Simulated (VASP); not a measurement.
Output of a VASP run:

OSZICAR:
```
       N       E                     dE             d eps       ncg     rms          rms(c)
DAV:   1     0.157667138191E+03    0.15767E+03   -0.98440E+03   980   0.158E+03
DAV:   2     0.371967088833E+01   -0.15395E+03   -0.15020E+03  1052   0.370E+02
DAV:   3    -0.710448233411E+01   -0.10824E+02   -0.10746E+02  1280   0.101E+02
DAV:   4    -0.731215622484E+01   -0.20767E+00   -0.20760E+00  1078   0.152E+01
DAV:   5    -0.731897154166E+01   -0.68153E-02   -0.68152E-02  1390   0.284E+00    0.556E+00
DAV:   6    -0.717429837156E+01    0.14467E+00   -0.24401E-01  1396   0.708E+00    0.345E+00
DAV:   7    -0.715566169753E+01    0.18637E-01   -0.10743E-01  1298   0.296E+00    0.100E+00
DAV:   8    -0.715421055991E+01    0.14511E-02   -0.12135E-02  1312   0.172E+00    0.205E-01
DAV:   9    -0.715418759104E+01    0.22969E-04   -0.73369E-04  1226   0.410E-01    0.838E-02
DAV:  10    -0.715418105518E+01    0.65359E-05   -0.11182E-04  1390   0.158E-01    0.149E-02
DAV:  11    -0.715417917384E+01    0.18813E-05   -0.13256E-05  1358   0.582E-02    0.126E-02
DAV:  12    -0.715417822783E+01    0.94601E-06   -0.22564E-06   984   0.180E-02
   1 F= 0.38582324E+01 E0= 0.38582324E+01  d E =0.385823E+01
       N       E                     dE             d eps       ncg     rms          rms(c)
DAV:   1    -0.707068270185E+01    0.83496E-01   -0.42618E-01  1262   0.146E+01    0.686E-01
DAV:   2    -0.705878714269E+01    0.11896E-01   -0.24982E-02  1220   0.407E+00    0.241E-01
DAV:   3    -0.705676329031E+01    0.20239E-02   -0.82990E-03  1250   0.209E+00    0.309E-02
DAV:   4    -0.705678588883E+01   -0.22599E-04   -0.25533E-04  1016   0.196E-01    0.150E-02
DAV:   5    -0.705679643178E+01   -0.10543E-04   -0.23295E-05  1330   0.739E-02    0.698E-03
DAV:   6    -0.705679782385E+01   -0.13921E-05   -0.27256E-06   966   0.199E-02    0.212E-03
DAV:   7    -0.705679756539E+01    0.25846E-06   -0.30764E-07   526   0.858E-03
   2 F= 0.38592355E+01 E0= 0.38592355E+01  d E =0.100306E-02
       N       E                     dE             d eps       ncg     rms          rms(c)
DAV:   1    -0.713693705633E+01   -0.80139E-01   -0.23673E-01  1262   0.110E+01    0.505E-01
DAV:   2    -0.713047121849E+01    0.64658E-02   -0.13652E-02  1214   0.290E+00    0.179E-01
DAV:   3    -0.712934317454E+01    0.11280E-02   -0.46413E-03  1244   0.154E+00    0.233E-02
DAV:   4    -0.712934819017E+01   -0.50156E-05   -0.14324E-04  1040   0.152E-01    0.107E-02
DAV:   5    -0.712934796716E+01    0.22301E-06   -0.11831E-05  1394   0.579E-02    0.552E-03
DAV:   6    -0.712934742405E+01    0.54311E-06   -0.15802E-06   784   0.156E-02
   3 F= 0.38580959E+01 E0= 0.38580959E+01  d E =-.136492E-03
```

**OUTCAR**
```
------------------------ aborting loop because EDIFF is reached ----------------------------------------
  FORCE on cell =-STRESS in cart. coord.  units (eV):
  Direction    XX          YY          ZZ          XY          YZ          ZX
  --------------------------------------------------------------------------------------
  Total       10.9922753     10.9922753     10.9922753     -0.0000000      0.0000000     -0.0000000
  in kB      450.1978980    450.1978980    450.1978980     -0.0000000      0.0000000     -0.0000000
  external PRESSURE =       0.1978980 kB  Pullay stress =     450.0000000 kB
  volume of cell :       39.12
      direct lattice vectors                 reciprocal lattice vectors
     0.000000000  2.694355562  2.694355562    -0.185573132  0.185573132  0.185573132
     2.694355562 -0.000000000  2.694355562     0.185573132 -0.185573132  0.185573132
     2.694355562  2.694355562 -0.000000000     0.185573132  0.185573132 -0.185573132
  FREE ENERGIE OF THE ION-ELECTRON SYSTEM (eV)
  ---------------------------------------------------
  free  energy   TOTEN  =        -7.1293474241 eV

  energy  without entropy=       -7.1293474241  energy(sigma->0) =       -7.12934742
  enthalpy is  TOTEN    =         3.8580959117 eV   P V=       10.9874433357

 reached required accuracy - stopping structural energy minimisation
```
(Selected blocks of OUTCAR.)

POSCAR:
```
PbSe
1
    0.0000000000     2.6963948563     2.6963948563
    2.6963948563     0.0000000000     2.6963948563
    2.6963948563     2.6963948563     0.0000000000
Pb Se
1 1
Direct
  0.0000000000   0.0000000000   0.0000000000
  0.5000000000   0.5000000000   0.5000000000
```

Task: Write an INCAR and KPOINTS that could have produced this output.

Result: This is not unique; one that fits is the input of the run itself, PBEsol GGA, plane waves, VASP's PBE PAW potentials (set 64).

INCAR:
```
ALGO = Normal
EDIFF = 1E-6
EDIFFG = -0.02
ENCUT = 500
GGA = PS
IBRION = 2
ISIF = 3
ISMEAR = 0
LASPH = .TRUE.
LCHARG = .FALSE.
LMAXMIX = 4
LREAL = .FALSE.
LWAVE = .FALSE.
NELM = 100
NSW = 40
PREC = Accurate
PSTRESS = 450
SIGMA = 0.05
SYSTEM = PbSe
```

KPOINTS:
```
Automatic mesh
0
Gamma
9 9 9
0 0 0
```

POTCAR, in this order: Pb_d Se (PBE.64 set). Program: vasp_std.

The structure was generated: PbSe was put into the rock salt type (Fm-3m), which need not be its known phase. This run relaxes it under an external pressure of 45 GPa. Symmetry was kept, so distortions that lower it aren't found.
